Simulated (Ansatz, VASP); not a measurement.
# SrO: VASP beside Ansatz

Wanted: the spread between two codes on one cell, functional and k mesh. The cell is taken from a series of runs on this material, whose earlier steps may have relaxed, scaled, displaced or heated it; both programs get it as it stands.

Main program and level: Ansatz 0.2.0; plane waves, with VASP 6.6.1 beside it; dielectric response at r2SCAN.

## (1) The structure

The structure is cubic, space group Fm-3m (No. 225). Conventional cell: a = 5.133 Å, b = 5.133 Å, c = 5.133 Å, α = 90.00°, β = 90.00°, γ = 90.00°. Nearest to Sr lie 6 O at 2.57 Å. Nearest to O lie 6 Sr at 2.57 Å. Farther neighbours and most contacts between anions are not listed.

As a file:

```cif
data_structure
_symmetry_space_group_name_H-M 'P 1'
_symmetry_Int_Tables_number 1
_cell_length_a 3.6293
_cell_length_b 3.6293
_cell_length_c 3.6293
_cell_angle_alpha 60.000
_cell_angle_beta 60.000
_cell_angle_gamma 60.000
_cell_volume 33.80
loop_
_atom_site_label
_atom_site_type_symbol
_atom_site_fract_x
_atom_site_fract_y
_atom_site_fract_z
_atom_site_occupancy
Sr1 Sr 0.50000 0.50000 0.50000 1
O2 O 0.00000 0.00000 0.00000 1
```

## (2) Ansatz: dielectric response, r2SCAN

Ansatz runs on its default PAW (the set named soft_2) files.

The response to a field tests empty states and converges slowly with the mesh.

The input, input.yaml:

```yaml
crystal:
  lattice:
    - [0.0, 2.5663, 2.5663]
    - [2.5663, 0.0, 2.5663]
    - [2.5663, 2.5663, 0.0]
  atoms:
    - { symbol: Sr, position: [0.5, 0.5, 0.5] }
    - { symbol: O, position: [0.0, 0.0, 0.0] }
kpoints:
  mp_grid: { grid: [8, 8, 8] }
scf:
  occupations: { method: fixed }
hamiltonian:
  xc: r2scan
  pseudopotentials: { kind: paw }
dielectric: {}
```

Run with:

```bash
ansatz run input.yaml --threads 4 --pin off --max-ram 8192MiB --backend cpu --events-out ev --progress --plain --runs-dir out
```

Numbers of over 12 decimals in the logs are rounded to 6 here.

Log:

```text
Engine: ansatz 0.2.0, x86_64-unknown-linux-gnu
Pseudopotentials: kind: paw
Pseudopotential: Sr, paw, valence charge 10, recommended cutoff 500 eV (meta_gga), Sr.paw.azcp
Pseudopotential: O, paw, valence charge 6, recommended cutoff 500 eV (meta_gga), O.paw.azcp
Functional definition: r2SCAN
  parameter k0 = 0.174
  parameter k1 = 0.065
  parameter a1 = 4.9479
  exchange = r2scan_x(k0 = k0, k1 = k1, a1 = a1)
  correlation = r2scan_c
Crystal: 2 atoms, lattice volume = 33.803 Å³
Basis set: ecut = 500 eV, 869 PW (Γ), exchange–correlation on 108×108×108 points (64 copies of the dense FFT grid, shifted against one another)
Bands: 12, of which v1, the nominal top of the filled ones, is band 8 counted from 1 (7 counted from 0)
Symmetry: 48 space group operations
k-points: 59 of 512 (irreducible under 8 space group operations, time reversal used)
Non-local potential: Sr, projectors of the file, l = 0: 3, l = 1: 2, l = 2: 2
Non-local potential: O, projectors of the file, l = 0: 2, l = 1: 2, l = 2: 1
PAW form: soft (Blöchl's): semilocal exchange-correlation on the pseudo side does not see the compensation charge
PAW frozen core: Sr, regenerated for the run's functional (the file was generated under x = pbe(κ = 0.804, μ = 0.219515), c = pbe(β = 0.066725))
PAW frozen core: O, regenerated for the run's functional (the file was generated under x = pbe(κ = 0.804, μ = 0.219515), c = pbe(β = 0.066725))
PAW one-centre angular grid: Sr, 302 points (default); XC on 160 Gauss nodes
PAW one-centre angular grid: O, 302 points (default); XC on 160 Gauss nodes
Initial density: superposition of atomic densities (neutral atoms: chi_scale 0, normalization atom), corrected by the library's trained network
Initial wavefunctions: pseudopotential atomic-orbital guess
Functional: x = r2scan, c = r2scan; τ floored in thin density (d = 2e-4 eV/Å³)
SCF iter   1: F=—  HF=-4126.971031 eV  |F-HF|=—  |Δ(HF+E_count)|=         —  Δρ=8.40e-3  dr2=3.18e-2  dr2_τ=5.79e-2  ethr=1.77e-3  ⟨swp⟩=6.1  Hψ=4554  notcnv=0  defer=110
preconditioner: auto → none  [insulator: Δε(μ)=4.033 eV  Ē_g=17.282 eV  n_scr=8 (ndim 8)  ℏωp=23.9 eV  f_vac=0.000  ε∞_Penn≈2.9]
SCF iter   2: F=—  HF=-4127.055701 eV  |F-HF|=—  |Δ(HF+E_count)|=   8.47e-2  Δρ=8.54e-3  dr2=1.40e-2  dr2_τ=3.50e-3  ethr=1.99e-4  ⟨swp⟩=2.5  Hψ=1748  notcnv=0  defer=112
SCF iter   3: F=—  HF=-4127.052809 eV  |F-HF|=—  |Δ(HF+E_count)|=   2.89e-3  Δρ=2.40e-3  dr2=9.85e-4  dr2_τ=1.12e-4  ethr=8.75e-5  ⟨swp⟩=2.0  Hψ=998  notcnv=0  defer=114
SCF iter   4: F=—  HF=-4127.052770 eV  |F-HF|=—  |Δ(HF+E_count)|=   3.85e-5  Δρ=5.11e-4  dr2=7.63e-5  dr2_τ=8.79e-6  ethr=6.16e-6  ⟨swp⟩=2.6  Hψ=1105  notcnv=0  defer=116
SCF iter   5: F=—  HF=-4127.052765 eV  |F-HF|=—  |Δ(HF+E_count)|=   5.18e-6  Δρ=9.94e-5  dr2=2.78e-6  dr2_τ=2.02e-7  ethr=4.77e-7  ⟨swp⟩=2.0  Hψ=949  notcnv=0  defer=101
SCF iter   6: F=—  HF=-4127.052766 eV  |F-HF|=—  |Δ(HF+E_count)|=   1.31e-6  Δρ=2.49e-5  dr2=2.09e-7  dr2_τ=2.29e-8  ethr=1.74e-8  ⟨swp⟩=2.6  Hψ=1188  notcnv=0  defer=4
SCF iter   7: F=—  HF=-4127.052765 eV  |F-HF|=—  |Δ(HF+E_count)|=   8.00e-7  Δρ=6.64e-6  dr2=1.54e-8  dr2_τ=4.31e-10  ethr=1.31e-9  ⟨swp⟩=2.1  Hψ=936  notcnv=0
SCF iter   8: F=—  HF=-4127.052765 eV  |F-HF|=—  |Δ(HF+E_count)|=   2.89e-9  Δρ=7.98e-7  dr2=1.55e-10  dr2_τ=8.54e-12  ethr=9.65e-11  ⟨swp⟩=2.0  Hψ=902  notcnv=0
SCF iter   9: F=-4127.052765 eV  HF=-4127.052765 eV  |F-HF|=9.09e-13  |Δ(HF+E_count)|=  1.46e-11  Δρ=6.56e-8  dr2=8.55e-13  dr2_τ=2.50e-13  ethr=1.00e-12  ⟨swp⟩=5.1  Hψ=3020  notcnv=0
SCF 1 converged in 9 iterations: F = -4127.052765 eV  dr2 = 8.55e-13
  greatest PAW one-centre occupation: 0.989 electrons in one spin orbital (limit 2), on the Sr atom at site 0 (counted from 0), in its partial waves of l = 0
DFPT response loops at Γ: preconditioner auto → none (the input reference at scf.mixing.eps_inf says where Resta's filter doesn't serve); β = 0.50; Broyden in place of MSR1
SCF converged after 9 iterations
Free energy (F): -4127.052765 eV
Harris-Foulkes:  -4127.052765 eV  (|F-HF|=9.09e-13)
Internal energy: -4127.052765 eV  (E = F + TS)
E sigma→0 (E₀):  -4127.052765 eV
Fermi energy:    7.667186 eV
--- Per-component energies (eV) ---
  E_band       = -68.368700
  E_kinetic    = 424.845559
  E_local      = -862.173107  (includes V_loc(G=0)·N_el)
  E_nonlocal   = 248.958976
  E_hartree    = 234.217133
  E_xc         = -239.356580
  E_vxc        = -286.874962  (∫ρ·V_xc dr)
  E_paw        = -2875.250567  (= ΣΔE_a)
  E_vpaw       = -78.019967  (= ΣTr[D̂ρ^β])
  E_aug_tail   = 0.001019  (compensation charges beyond the density's cutoff)
  E_vtau       = 16.459540  (kinetic-family band-sum trace: ∫τ·v_τ [+ j·A + Jᵃ·Aᵃ] dr)
  E_ewald      = -1058.117221
  E_core_change = -0.177977  (= ΣΔE_core)
  E_smearing   = -0.000000  (= −TS)
  E_closure    = 0.000000  (closes the sum)
  Σ components = -4127.052765   (vs F -4127.052765, Δ=0.00e0)
--- Band table (eV; the first three rows and the last of 59) ---
  k-point 0: bands = [... 4 lower, -6.6643, 7.6672, 7.6672, 7.6672, 12.3767, 14.5201, 14.5201, 14.5201]
  k-point 1: bands = [... 4 lower, -6.4402, 7.2446, 7.4770, 7.4770, 13.0628, 14.3440, 14.8310, 14.8310]
  k-point 2: bands = [... 4 lower, -6.0606, 6.4457, 7.0623, 7.0623, 14.2549, 14.6086, 15.6792, 15.6792]
  k-point 58: bands = [... 4 lower, -6.2284, 6.5656, 7.2728, 7.2728, 14.2698, 14.2698, 17.1008, 19.5273]
--- Dielectric response (ions clamped): 1 representative field direction + reference, on 59 of 512 k-points (Σ response iterations 7) ---
  k mesh reduced under 8 symmetry operations, with k and −k counted as one. Each operation leaves every solved perturbation unchanged. A smaller set is not considered because the run solves the response to a homogeneous field
  ε∞ (high-frequency dielectric tensor):
        3.523740     0.000000    -0.000000
        0.000000     3.523740    -0.000000
        0.000000     0.000000     3.523740
  Born effective charges Z* (e; rows j = field, columns β = displacement):
    site 0:
         2.42152    0.00000   -0.00000
        -0.00000    2.42152    0.00000
         0.00000    0.00000    2.42152
    site 1:
        -2.42152   -0.00000    0.00000
         0.00000   -2.42152   -0.00000
         0.00000   -0.00000   -2.42152
  Z* charge neutrality: 4.536e-5 e pre-enforcement
  k-mesh period / interband length: 29.0 Å / 1.36 Å = 21.31 at k = (0.0000, 0.0000, 0.0000), direct gap 4.710 eV — 14 or more, which is no proof of convergence
```

[end of part 1 of 2]

[Lines on the potential files, build, host, timing and source positions are cut from VASP's logs without a mark.]

[Logs are printed without paths, hosts, clocks, repeated set-up lines and the standing remarks that a program may print on its own settings, such as how far it seeks lower states.]

[Hosts, paths, dates, database ids (printed as entryN), source tags and the programs' standing remarks are cut or masked in the printed files.]
